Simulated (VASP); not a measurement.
Here is the system:

```
InPd
1.0
    3.25000     0.00000     0.00000
    0.00000     3.25000     0.00000
    0.00000     0.00000     3.25000
In Pd
1 1
Direct
  0.50000   0.50000   0.50000
  0.00000   0.00000   0.00000
```

Method: PBE GGA, VASP's PBE PAW potentials (set 64) (plane waves; VASP). Run with 400 eV cut-off, 9×9×9 Γ-centred mesh, first-order Methfessel-Paxton smearing of 0.10 eV, potentials In_d Pd.

### Question
Give the stress tensor in GPa (positive for a compressed cell).

### Answer

```
6.37  0.00  0.00
0.00  6.37  0.00
0.00  0.00  6.37
```
The pressure is its mean diagonal, 6.37 GPa.

The compound is PdIn in the CsCl type structure. The cell was not relaxed at this level. The electron count is odd and the run is not spin-polarised, which forces a metal.
